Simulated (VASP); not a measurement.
Output of a VASP run:

### OSZICAR
```
       N       E                     dE             d eps       ncg     rms          rms(c)
DAV:   1     0.389095692449E+03    0.38910E+03   -0.10704E+04  1768   0.148E+03
DAV:   2     0.617382237470E+02   -0.32736E+03   -0.32369E+03  2544   0.375E+02
DAV:   3    -0.336239166933E+02   -0.95362E+02   -0.93801E+02  3192   0.172E+02
DAV:   4    -0.471238901011E+02   -0.13500E+02   -0.13496E+02  3024   0.722E+01
DAV:   5    -0.478873397065E+02   -0.76345E+00   -0.76303E+00  3272   0.205E+01    0.118E+01
DAV:   6    -0.442524294115E+02    0.36349E+01   -0.25807E+01  2656   0.305E+01    0.695E+00
DAV:   7    -0.441343334417E+02    0.11810E+00   -0.25158E+00  3232   0.158E+01    0.368E+00
DAV:   8    -0.440377132939E+02    0.96620E-01   -0.32531E-01  2896   0.511E+00    0.799E-01
DAV:   9    -0.440315745014E+02    0.61388E-02   -0.52659E-02  3192   0.195E+00    0.255E-01
DAV:  10    -0.440333076572E+02   -0.17332E-02   -0.18203E-02  2800   0.907E-01    0.154E-01
DAV:  11    -0.440335002082E+02   -0.19255E-03   -0.58113E-03  2984   0.573E-01    0.826E-02
DAV:  12    -0.440336820891E+02   -0.18188E-03   -0.14315E-03  3048   0.258E-01    0.216E-02
DAV:  13    -0.440337041959E+02   -0.22107E-04   -0.24015E-04  3000   0.117E-01    0.189E-02
DAV:  14    -0.440337026901E+02    0.15058E-05   -0.39989E-05  3184   0.568E-02    0.535E-03
DAV:  15    -0.440337030526E+02   -0.36254E-06   -0.43085E-06  2272   0.168E-02
   1 F= -.44033703E+02 E0= -.44035332E+02  d E =0.488593E-02
```

### OUTCAR
```
------------------------ aborting loop because EDIFF is reached ----------------------------------------
  FORCE on cell =-STRESS in cart. coord.  units (eV):
  Direction    XX          YY          ZZ          XY          YZ          ZX
  --------------------------------------------------------------------------------------
  Total      -20.9607515    -20.9263714    -21.0581008      0.4444639      0.0396318     -0.2583906
  in kB     -410.6289600   -409.9554409   -412.5360688      8.7072147      0.7764027     -5.0619693
  external PRESSURE =    -411.0401565 kB  Pullay stress =       0.0000000 kB
  volume of cell :       81.78
      direct lattice vectors                 reciprocal lattice vectors
     3.930780000  0.000000000  0.000000000     0.254402434  0.146879328  0.000000000
    -1.965390000  3.404155000  0.000000000     0.000000000  0.293758657  0.000000000
     0.000000000  0.000000000  6.111950000     0.000000000  0.000000000  0.163613904
 POSITION                                       TOTAL-FORCE (eV/Angst)
 -----------------------------------------------------------------------------------
      2.00604      1.09523      4.60787        -0.371311      0.202386     -0.504332
     -0.03666      2.22834      1.45891         0.074208      0.230940      0.624718
      1.92976      1.14601      2.14706         0.191310     -0.157569      0.145385
     -0.02752      2.27574      3.96585         0.333218     -0.136038     -0.013005
      0.05915      0.06300      0.04420        -0.227425     -0.139718     -0.252766
 -----------------------------------------------------------------------------------
    total drift:                                0.000350     -0.000405      0.000000
  FREE ENERGIE OF THE ION-ELECTRON SYSTEM (eV)
  ---------------------------------------------------
  free  energy   TOTEN  =       -44.0337030526 eV

  energy  without entropy=      -44.0385889845  energy(sigma->0) =      -44.03533170
```
(Selected blocks of OUTCAR.)

File POSCAR:
```
La2O3
1
    3.9307800000     0.0000000000     0.0000000000
   -1.9653900000     3.4041550000     0.0000000000
    0.0000000000     0.0000000000     6.1119500000
La O
2 3
Direct
  0.6712080000   0.3217320000   0.7539120000
  0.3179710000   0.6545930000   0.2386980000
  0.6592610000   0.3366510000   0.3512890000
  0.3272580000   0.6685180000   0.6488690000
  0.0243020000   0.0185070000   0.0072320000
```

Write an INCAR and KPOINTS that could have produced this output.

One answer among several that fit: the input of the run itself, PBEsol GGA, plane waves, VASP's PBE PAW potentials (set 64).

### KPOINTS
```
Automatic
0
G
 4 4 4
0 0 0
```

INCAR:
```
SYSTEM = La2O3
PREC = Accurate
ENCUT = 280
EDIFF = 1E-6
NELM = 100
ALGO = Normal
LREAL = .FALSE.
LASPH = .TRUE.
ISMEAR = 1
SIGMA = 0.136
GGA = PS
LMAXMIX = 6
LWAVE = .FALSE.
LCHARG = .FALSE.
ISIF = 2
```

POTCAR, in this order: La O (PBE.64 set). Program: vasp_std.

At this cut-off the stress carries a Pulay error, which pulls relaxed volumes low.

The structure comes from a computed database's La2O3 entry; how it stands against other phases isn't given here. The cell was not relaxed at this level, atoms are displaced from their ideal sites. The k-mesh is coarse (spacing up to 0.46 per Å, 2π included), so the numbers may not be converged in it. The run is one of a series of settings (ENCUT = 280, ISMEAR = 1, SIGMA = 0.136, KPOINTS 4×4×4 Γ-centred mesh against the base run), some of them coarse on purpose.
